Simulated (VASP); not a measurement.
The input files of a VASP run:

File POSCAR:
```
KMgF3
1
    3.7197846712     0.0000000000     0.0000000000
    0.0000000000     3.7197846712     0.0000000000
    0.0000000000     0.0000000000     3.7197846712
K Mg F
1 1 3
Direct
  0.0000000000   0.0000000000   0.0000000000
  0.5000000000   0.5000000000   0.5000000000
  0.5000000000   0.0000000000   0.5000000000
  0.0000000000   0.5000000000   0.5000000000
  0.5000000000   0.5000000000   0.0000000000
```

INCAR:
```
LASPH=.True.   # aspherical one-centre terms
LREAL=.False.   # projection in real space or not
IBRION=2
SYSTEM=KMgF3
NSW=40
LWAVE=.False.
PSTRESS=450   # kbar
ENCUT=620   # plane-wave cut-off (eV)
SIGMA=0.05   # width (eV)
ALGO=Normal
PREC=Accurate
EDIFF=1E-6
ISIF=3   # ions, shape and volume
GGA=PE
EDIFFG=-0.02
ISMEAR=0
LCHARG=.False.
NELM=100   # most electronic steps
```

File KPOINTS:
```
Automatic mesh
0
Gamma
6 6 6
0 0 0
```

POTCAR, in this order: K_sv Mg F (PBE.64 set). Program: vasp_std.

### Question
Translate this PBE calculation to Ansatz.

### Answer
One equivalent input (not run):
Ansatz 0.2 input:
```yaml
crystal:
  lattice:
    - [3.7197847, 0.0000000, 0.0000000]
    - [0.0000000, 3.7197847, 0.0000000]
    - [0.0000000, 0.0000000, 3.7197847]
  atoms:
    - { symbol: K, position: [0.0000000, 0.0000000, 0.0000000] }
    - { symbol: Mg, position: [0.5000000, 0.5000000, 0.5000000] }
    - { symbol: F, position: [0.5000000, 0.0000000, 0.5000000] }
    - { symbol: F, position: [0.0000000, 0.5000000, 0.5000000] }
    - { symbol: F, position: [0.5000000, 0.5000000, 0.0000000] }
kpoints:
  mp_grid: { grid: [6, 6, 6] }
hamiltonian:
  xc: pbe
  pseudopotentials: { kind: paw }
scf:
  occupations: { method: gaussian, width: 0.05 }
  max_iter: 100
relax:
  max_steps: 40
  f_tol: 0.02
  cell: { p_target: 45 }
output: { forces: true, stress: true, eigenvalues: true }
```
The two are equivalent in intent, not identical: each code has its own PAW files, so the cut-off isn't converted (ENCUT is set for VASP's; basis.ecutwfc is left out, and Ansatz then takes the one that its files recommend); Ansatz stops its SCF on the density residual and VASP on the energy change (EDIFF).

The compound is KMgF3 in the cubic perovskite structure. This run relaxes it under an external pressure of 45 GPa. Symmetry was kept, so distortions that lower it aren't found.
